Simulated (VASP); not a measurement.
# Be3Se2O (Imm2) in VASP: settings compared

The runs below take Be3Se2O through relaxation of cell and atoms, single point, with PBE, r2SCAN.

Program: VASP 6.6.1. These are calculated values, not measurements. Logs are shortened: lines on timing, memory, paths and dates and some standing lists are left out, and cuts for length are marked.

### 1 The crystal as given

Symmetry: Imm2, No. 44, orthorhombic system. Conventional cell: a = 3.408 Å, b = 10.146 Å, c = 4.652 Å, α = 90.00°, β = 90.00°, γ = 90.00°. Around Be (site symmetry m) lie 1 O at 1.64 Å. Around Be (site symmetry mm2) lie 2 O at 1.91 Å. Se (site symmetry m) is surrounded by 4 Be at 2.21 to 2.27 Å. O (site symmetry mm2) is surrounded by 2 Be at 1.64 Å.

The cell was built by a generator and needn't be a form met in nature.

### 2 Relaxation of cell and atoms, PBE

The input, INCAR:

```
PREC     = Accurate       # precision mode
ENCUT    = 520            # plane-wave cutoff, eV
EDIFF    = 1E-6           # SCF threshold, eV
ISMEAR   = 0              # smearing method
SIGMA    = 0.03           # smearing width, eV
LREAL    = F              # projectors in reciprocal space
LASPH    = T              # aspherical terms in the spheres
NELM     = 120            # most SCF steps
ALGO     = Normal         # electronic algorithm
ISIF     = 3              # what is computed and relaxed
LWAVE    = F              # write WAVECAR
LCHARG   = F              # write CHGCAR
GGA      = PE             # functional
IBRION   = 2              # ionic algorithm
NSW      = 90             # ionic steps
EDIFFG   = -0.01          # ionic threshold
KPAR     = 4
```

The input, KPOINTS:

```
Automatic mesh
0
Gamma
  10 10 10
```

The input, POSCAR:

```
Be3Se2O
1.0
   -1.7040000000      5.0730000000      2.3260000000
    1.7040000000     -5.0730000000      2.3260000000
    1.7040000000      5.0730000000     -2.3260000000
Be Se O
3 2 1
Direct
    0.3406658300      0.2059329300      0.1347329000
    0.0712000300      0.2059329300      0.8652671000
    0.8252364600      0.3252364600      0.5000000000
    0.3392376300      0.0010748100      0.3381628200
    0.6629119800      0.0010748100      0.6618371800
    0.0103181400      0.0103181400      0.0000000000
```

Potentials or basis: VASP PAW PBE potentials, release 64 (Be, Se, O).

Started as:

```console
> cat potpaw_PBE.64/Be/POTCAR potpaw_PBE.64/Se/POTCAR potpaw_PBE.64/O/POTCAR > POTCAR
> mpirun -np 4 vasp_std > vasp.out
```

OUTCAR:

```text
PREC = Accurate
   ENCUT = 520
   EDIFF = 1E-6
   ISMEAR = 0
   LREAL = F
   LASPH = T
   NELM = 120
   ISIF = 3
   GGA = PE
   IBRION = 2
   NSW = 90
   EDIFFG = -0.01

 ion  position               nearest neighbor table
   1  0.341  0.206  0.135-   6 1.64   5 2.21   5 2.21   4 2.27
   2  0.071  0.206  0.865-   6 1.64   4 2.21   4 2.21   5 2.27
   3  0.825  0.325  0.500-   6 1.91   6 1.91   5 2.23   4 2.23
   4  0.339  0.001  0.338-   2 2.21   2 2.21   3 2.23   1 2.27
   5  0.663  0.001  0.662-   1 2.21   1 2.21   3 2.23   2 2.27
   6  0.010  0.010  0.000-   1 1.64   2 1.64   3 1.91   3 1.91

  LATTYP: Found a body centered orthorhombic cell.
 ALAT       =     3.4080000000
 B/A-ratio  =     1.3650234742
 C/A-ratio  =     2.9771126761

  Lattice vectors:

 A1 = (   1.7040000000,  -5.0730000000,  -2.3260000000)
 A2 = (  -1.7040000000,  -5.0730000000,   2.3260000000)
 A3 = (  -1.7040000000,   5.0730000000,  -2.3260000000)

Analysis of symmetry for initial positions (statically):
=====================================================================
 Subroutine PRICEL returns:
 Original cell was already a primitive cell.

 Routine SETGRP: Setting up the symmetry group for a
 body centered orthorhombic supercell.

 Subroutine GETGRP returns: Found  4 space group operations
 (whereof  4 operations were pure point group operations)
 out of a pool of  8 trial point group operations.

The static configuration has the point symmetry C_2v.

Analysis of symmetry for dynamics (positions and initial velocities):
=====================================================================
 Subroutine PRICEL returns:
 Original cell was already a primitive cell.

 Routine SETGRP: Setting up the symmetry group for a
 body centered orthorhombic supercell.

 Subroutine GETGRP returns: Found  4 space group operations
 (whereof  4 operations were pure point group operations)
 out of a pool of  8 trial point group operations.

The dynamic configuration has the point symmetry C_2v.

 Subroutine INISYM returns: Found  4 space group operations
 (whereof  4 operations are pure point group operations),
 and found     1 'primitive' translations

----------------------------------------------------------------------------------------

                                     Primitive cell

  volume of cell :      80.4274

  direct lattice vectors                    reciprocal lattice vectors
    -1.704000000  5.073000000  2.326000000     0.000000000  0.098561009  0.214961307
     1.704000000 -5.073000000  2.326000000     0.293427230  0.000000000  0.214961307
     1.704000000  5.073000000 -2.326000000     0.293427230  0.098561009  0.000000000

  length of vectors
     5.835171034  5.835171034  5.835171034     0.236479674  0.363741533  0.309538062

  position of ions in fractional coordinates (direct lattice)
     0.340665830  0.205932930  0.134732900
     0.071200030  0.205932930  0.865267100
     0.825236460  0.325236460  0.500000000
     0.339237630  0.001074810  0.338162820
     0.662911980  0.001074810  0.661837180
     0.010318140  0.010318140  0.000000000

  ion indices of the primitive-cell ions
   primitive index   ion index
                 1           1
                 2           2
                 3           3
                 4           4
                 5           5
                 6           6

----------------------------------------------------------------------------------------

 KPOINTS: Automatic mesh

Automatic generation of k-mesh.
 Grid dimensions read from file:
 generate k-points for:   10   10   10

 Generating k-lattice:

  Cartesian coordinates                     Fractional coordinates (reciprocal lattice)
     0.000000000  0.009856101  0.021496131     0.100000000 -0.000000000  0.000000000
     0.029342723  0.000000000  0.021496131    -0.000000000  0.100000000  0.000000000
     0.029342723  0.009856101  0.000000000     0.000000000 -0.000000000  0.100000000

  Length of vectors
     0.023647967  0.036374153  0.030953806

  Shift w.r.t. Gamma in fractional coordinates (k-lattice)
     0.000000000  0.000000000  0.000000000

 Subroutine IBZKPT returns following result:
 ===========================================

 Found    171 irreducible k-points:

 Following reciprocal coordinates:
            Coordinates               Weight
  0.000000  0.000000  0.000000      1.000000
  0.100000  0.000000  0.000000      4.000000
  0.200000  0.000000  0.000000      4.000000
  0.300000  0.000000 -0.000000      4.000000
  0.400000 -0.000000  0.000000      4.000000
  0.500000  0.000000 -0.000000      2.000000
[... 16 lines left out ...]
 -0.400000  0.200000 -0.000000      8.000000
 -0.300000  0.200000 -0.000000      8.000000
 [... further k-points ...]
   k-points           NKPTS =    171   k-points in BZ     NKDIM =    171   number of bands    NBANDS=     16
   number of dos      NEDOS =    301   number of ions     NIONS =      6
   total plane-waves  NPLWV = 110592
   dimension x,y,z NGX =    48 NGY =   48 NGZ =   48
   dimension x,y,z NGXF=    96 NGYF=   96 NGZF=   96
   ions per type =               3   2   1
   NGX,Y,Z   is equivalent  to a cutoff of  13.68, 13.68, 13.68 a.u.
   NGXF,Y,Z  is equivalent  to a cutoff of  27.35, 27.35, 27.35 a.u.
 SYSTEM =  unknown system
   PREC   = accura    normal or accurate (medium, high low for compatibility)
   ISTART =      0    job   : 0-new  1-cont  2-samecut
   ICHARG =      2    charge: 1-file 2-atom 10-const
   ISPIN  =      1    spin polarized calculation?
   LNONCOLLINEAR =      F non collinear calculations
   LSORBIT =      F    spin-orbit coupling
   LASPH  =      T    aspherical Exc in radial PAW
   ENCUT  =  520.0 eV  38.22 Ry    6.18 a.u.  10.85 10.85 10.85*2*pi/ulx,y,z
   NELM   =    120;   NELMIN=  2; NELMDL= -5     # of ELM steps
   EDIFF  = 0.1E-05   stopping-criterion for ELM
   LREAL  =      F    real-space projection
   EDIFFG = -.1E-01   stopping-criterion for IOM
   NSW    =     90    number of steps for IOM
   IBRION =      2    ionic relax: 0-MD 1-quasi-New 2-CG
   NFREE  =      1    steps in history (QN), initial steepest desc. (CG)
   ISIF   =      3    stress and relaxation
   ISYM   =      2    0-nonsym 1-usesym 2-fastsym
   POTIM  = 0.5000    time-step for ionic-motion
   TEBEG  =    0.0;   TEEND  =   0.0 temperature during run
   PSTRESS=    0.0 pullay stress
   NELECT =      24.0000    total number of electrons
   NUPDOWN=      -1.0000    fix difference up-down
   EMIN   =  10.00;   EMAX   =-10.00  energy-range for DOS
   EFERMI =   0.00;   METHOD = LEGACY
   ISMEAR =     0;   SIGMA  =   0.03  broadening in eV -4-tet -1-fermi 0-gaus
   EFERMI_NEDOS =   21; number of points for ismear=-14 and -15
   IALGO  =     38    algorithm
   IMIX   =      4    mixing-type and parameters
     AMIX     =   0.40;   BMIX     =  1.00
     AMIX_MAG =   1.60;   BMIX_MAG =  1.00
  volume/ion in A,a.u.               =      13.40        90.46
  Fermi-wavevector in a.u.,A,eV,Ry     =   1.093983  2.067328 16.283433  1.196799
  Thomas-Fermi vector in A             =   2.230279
   LORBIT       =      0    0 simple, 1 ext, 2 COOP (PROOUT), +10 PAW based schemes
   GGA     = PE    functional components
   LHFCALC =     F    Hartree Fock is set to
   AEXX    =    0.0000 exact exchange contribution
   IVDW    =     0    specifies the selected vdW correction
   LEPSILON=     F    determine dielectric tensor
   LRPA    =     F    only Hartree local field effects (RPA)
 conjugate gradient relaxation of ions
 non-spin polarized calculation
 Gauss-broadening in eV      SIGMA  =   0.03
  energy-cutoff  :      520.00
  volume of cell :       80.43
 maximum number of plane-waves:      2189
 NGX is ok and might be reduce to    48
   NGX = 21   NGY = 21   NGZ = 21

--------------------------------------- Ionic step        1  -------------------------------------------

 number of electron      24.0000000 magnetization

 Free energy of the ion-electron system (eV)
  ---------------------------------------------------
  ext. energy  EPLUGINS =         0.00000000
  ---------------------------------------------------
  free energy    TOTEN  =       -30.46078881 eV

  energy without entropy =      -30.46078881  energy(sigma->0) =      -30.46078881

------------------------ aborting loop because EDIFF is reached ----------------------------------------

  FORCE on cell =-STRESS in cart. coord.  units (eV):
  Direction    XX          YY          ZZ          XY          YZ          ZX
  --------------------------------------------------------------------------------------
  -------------------------------------------------------------------------------------
  Total       -0.0198846      0.2036621     -0.0660249      0.0000000      0.0000000      0.0000000
  in kB       -0.3961173      4.0571096     -1.3152677      0.0000000      0.0000000      0.0000000
  external PRESSURE =       0.7819082 kB  Pullay stress =       0.0000000 kB
[... 185 lines left out ...]
  energy  without entropy=      -30.4624064627  energy(sigma->0) =      -30.46240646

--------------------------------------- Ionic step        6  -------------------------------------------

 number of electron      24.0000000 magnetization

 Free energy of the ion-electron system (eV)
  ---------------------------------------------------
  ext. energy  EPLUGINS =         0.00000000
  ---------------------------------------------------
  free energy    TOTEN  =       -30.46245159 eV

  energy without entropy =      -30.46245159  energy(sigma->0) =      -30.46245159

 E-fermi :   4.8845     XC(G=0):  -9.9076

 val. band max:        4.7006858113   @ k =   0.5000   0.5000   0.5000
 cond. band min:       6.1819637709   @ k =   0.5000   0.5000   0.5000
 fundamental gap:      1.4812779596
 Fermi energy:         4.8844602159

 k-point     1 :       0.0000    0.0000    0.0000
  band No.  band energies     occupation
      1     -15.0749      2.00000
      2      -9.5615      2.00000
      3      -7.6547      2.00000
      4      -1.8551      2.00000
      5      -1.1753      2.00000
      6      -0.7913      2.00000
[... 8 lines left out ...]
     15       9.6932      0.00000
     16      10.5251      0.00000
[... 420 lines left out ...]
  band No.  band energies     occupation
      1     -15.0204      2.00000
      2      -9.2202      2.00000
      3      -7.6782      2.00000
      4      -1.7776      2.00000
      5      -1.3070      2.00000
      6      -1.1262      2.00000
[... 8 lines left out ...]
     15       9.8312      0.00000
     16      10.5697      0.00000

 [... further k-points ...]

------------------------ aborting loop because EDIFF is reached ----------------------------------------

  FORCE on cell =-STRESS in cart. coord.  units (eV):
  Direction    XX          YY          ZZ          XY          YZ          ZX
  --------------------------------------------------------------------------------------
  -------------------------------------------------------------------------------------
  Total        0.0052039     -0.0145118     -0.0009372      0.0000000      0.0000000      0.0000000
  in kB        0.1035610     -0.2887963     -0.0186511      0.0000000      0.0000000      0.0000000
  external PRESSURE =      -0.0679621 kB  Pullay stress =       0.0000000 kB
[... 21 lines left out ...]
  FREE ENERGIE OF THE ION-ELECTRON SYSTEM (eV)
  ---------------------------------------------------
  free  energy   TOTEN  =       -30.4624515865 eV

  energy  without entropy=      -30.4624515865  energy(sigma->0) =      -30.46245159

 reached required accuracy - stopping structural energy minimisation
```

Run time: 3.2 min. Hardware: 4 MPI ranks of Intel Xeon 6975P-C (Granite Rapids), shared host; peak memory 0.49 GiB.

Results:

| Property | Result |
| --- | --- |
| Free energy | -30.4625 eV |
| Relaxed volume | 13.42 Å³/atom |
| Relaxed cell | a = 5.849 Å, b = 5.849 Å, c = 5.849 Å, α = 146.12°, β = 58.97°, γ = 133.26° |
| Space group after relaxing (to 0.05 Å) | Imm2 (No. 44) |
| Energy gained by relaxing | 0.3 meV/atom |
| Ionic steps | 6 |
| Pressure after relaxing | 0.0 GPa |
| Largest force after relaxing | 0.006 eV/Å |
| Band gap on the k mesh | 1.48 eV, direct |

Forces in eV/Å, atoms in the order of the input:
```
Be   0.000 -0.003  0.000
Be   0.000  0.003  0.000
Be   0.000  0.000 -0.001
Se   0.000 -0.004 -0.002
Se   0.000  0.004 -0.002
O    0.000  0.000  0.006
```

The path:
```
step  energy change (eV)  largest force (eV/Å)  pressure (GPa)  volume (Å³)
   1              0.0000                0.0787            0.08        80.43
   2             -0.0009                0.0496           -0.03        80.50
   3             -0.0014                0.0387           -0.15        80.60
   4             -0.0016                0.0120            0.10        80.44
   5             -0.0016                0.0126            0.08        80.45
   6             -0.0017                0.0058           -0.01        80.51
```

Final structure:
```
CELL_PARAMETERS angstrom
-1.70406 5.09126 2.31990
1.70406 -5.09126 2.31990
1.70406 5.09126 -2.31990
ATOMIC_POSITIONS crystal
Be 0.34003 0.20637 0.13366
Be 0.07271 0.20637 0.86634
Be 0.82366 0.32366 0.50000
Se 0.33972 0.00186 0.33786
Se 0.66401 0.00186 0.66214
O 0.00945 0.00945 0.00000
```

A k mesh can miss the band edges. Expect the measured gap to be larger: semilocal functionals such as PBE lack the derivative discontinuity.

### 3 Relaxation of cell and atoms, PBE

INCAR: that of step 2 with these lines changed.

```diff
@@ -2,3 +2,3 @@
 ENCUT    = 520            # plane-wave cutoff, eV
-EDIFF    = 1E-6           # SCF threshold, eV
+EDIFF    = 1E-7           # SCF threshold, eV
 ISMEAR   = 0              # smearing method
@@ -14,4 +14,5 @@
 IBRION   = 2              # ionic algorithm
-NSW      = 90             # ionic steps
-EDIFFG   = -0.01          # ionic threshold
+NSW      = 60             # ionic steps
+EDIFFG   = -0.005         # ionic threshold
+POTIM    = 0.3            # step
 KPAR     = 4
```

KPOINTS is that of step 2.

The input, POSCAR:

```
Be3Se2O                                 
1.0
   -1.7040641886      5.0912584707      2.3199004884
    1.7040641886     -5.0912584707      2.3199004884
    1.7040641886      5.0912584707     -2.3199004884
  Be              Se              O             
     3     2     1
Direct
     0.3400254351730843    0.2063678297919072    0.1336576053811842
     0.0727102244107230    0.2063678297919072    0.8663423946188158
     0.8236584982092942    0.3236584982092942    0.5000000000000000
     0.3397208235474418    0.0018633043896086    0.3378575191578332
     0.6640057752317747    0.0018633043896086    0.6621424808421668
     0.0094493134276794    0.0094493134276794    1.0000000000000000
```

Potentials or basis: VASP PAW PBE potentials, release 64 (Be, Se, O).

Started as:

```console
> cat potpaw_PBE.64/Be/POTCAR potpaw_PBE.64/Se/POTCAR potpaw_PBE.64/O/POTCAR > POTCAR
> mpirun -np 4 vasp_std > vasp.out
```

It took 93 s on 4 MPI ranks of Intel Xeon 6975P-C (Granite Rapids), shared host; peak memory 0.49 GiB.

It converged, with:

```yaml
Free_energy: -30.4625 eV
Energy_gained_by_relaxing: 0.0 meV/atom
Ionic_steps: 2
Pressure_after_relaxing: 0.0 GPa
Largest_force_after_relaxing: 0.003 eV/Å
Band_gap_on_the_k_mesh: 1.48 eV, direct
```

Forces in eV/Å, atoms in the order of the input:
```
Be   0.000 -0.002  0.001
Be   0.000  0.002  0.001
Be   0.000  0.000 -0.001
Se   0.000 -0.003 -0.002
Se   0.000  0.003 -0.002
O    0.000  0.000  0.003
```

Final structure:
```
Be Se O
1.0
    -1.70413    5.09102    2.31993
     1.70413   -5.09102    2.31993
     1.70413    5.09102   -2.31993
Be Se O
3 2 1
Direct
  0.34002 0.20637 0.13365
  0.07272 0.20637 0.86635
  0.82365 0.32365 0.50000
  0.33969 0.00185 0.33785
  0.66400 0.00185 0.66216
  0.00949 0.00949 0.00000
```

Levels at points of the mesh, in eV from the valence-band top:
```tsv
k point	band 9	band 10	band 11	band 12	band 13	band 14	band 15	band 16
(0.00, 0.00, 0.00)	-1.72	-1.60	-1.50	-0.22	1.85	4.03	4.99	5.83
(0.50, 0.00, 0.00)	-2.01	-1.52	-1.29	-0.84	2.94	4.45	5.21	5.81
(0.00, 0.50, 0.00)	-4.07	-2.87	-2.14	-1.95	3.77	4.58	6.01	6.18
(0.50, 0.50, 0.00)	-3.58	-2.96	-2.81	-1.96	2.08	3.99	4.50	4.58
(0.50, 0.50, 0.50)	-3.02	-1.92	-1.62	0.00	1.48	4.12	4.37	4.85
```

### 4 Single point, r2SCAN

The input, INCAR:

```
  ALGO = Normal
  EDIFF = 1E-6
  ENCUT = 520
  ISIF = 2
  ISMEAR = 0
  KPAR = 4
  LASPH = T
  LCHARG = F
  LMIXTAU = T
  LREAL = F
  LWAVE = F
  METAGGA = R2SCAN
  NELM = 150
  PREC = Accurate
  SIGMA = 0.03
```

The input, KPOINTS:

```
k-points
0
Gamma
  10 10 10
```

The input, POSCAR:

```
Be3Se2O                                 
1.0
   -1.7041329167      5.0910155180      2.3199340768
    1.7041329167     -5.0910155180      2.3199340768
    1.7041329167      5.0910155180     -2.3199340768
  Be              Se              O             
     3     2     1
Direct
     0.3400149544912087    0.2063665552687384    0.1336483992224774
     0.0727181560462539    0.2063665552687384    0.8663516007775226
     0.8236547403535064    0.3236547403535063    0.5000000000000000
     0.3396931489130863    0.0018481642583902    0.3378449846546961
     0.6640031696036933    0.0018481642583902    0.6621550153453039
     0.0094859005922415    0.0094859005922415    0.0000000000000000
```

Started as:

```console
> cat potpaw_PBE.64/Be/POTCAR potpaw_PBE.64/Se/POTCAR potpaw_PBE.64/O/POTCAR > POTCAR
> mpirun -np 4 vasp_std > vasp.out
```

Run time: 4.9 min. Hardware: 4 MPI ranks of Intel Xeon 6975P-C (Granite Rapids), shared host; peak memory 0.51 GiB.

Results (log left out):

| Quantity | Value |
| --- | --- |
| Free energy | -55.7252 eV |
| Pressure | -1.1 GPa |
| Largest force | 0.136 eV/Å |
| Band gap on the k mesh | 1.93 eV, direct |

Forces in eV/Å, atoms in the order of the input:
```
Be   0.000 -0.048 -0.010
Be   0.000  0.048 -0.010
Be   0.000  0.000 -0.099
Se   0.000  0.037 -0.008
Se   0.000 -0.037 -0.008
O    0.000  0.000  0.136
```

Stress tensor (GPa, compression positive):
```
-0.97  0.00  0.00
 0.00 -1.23  0.00
 0.00  0.00 -1.15
```

Levels at points of the mesh, in eV from the valence-band top:
```
           k point  band 10  band 11  band 12  band 13  band 14  band 15
(0.00, 0.00, 0.00)    -1.66    -1.61    -0.24     2.40     4.51     5.63
(0.50, 0.00, 0.00)    -1.57    -1.33    -0.87     3.46     5.01     5.80
(0.00, 0.50, 0.00)    -2.95    -2.25    -2.02     4.32     5.07     6.63
(0.50, 0.50, 0.00)    -3.07    -2.93    -2.00     2.57     4.48     4.99
(0.50, 0.50, 0.50)    -2.01    -1.69     0.00     1.93     4.62     4.92
```

Caveat: the PAW data sets were made with another functional, which shifts forces and pressure a little. A k mesh can miss the band edges.
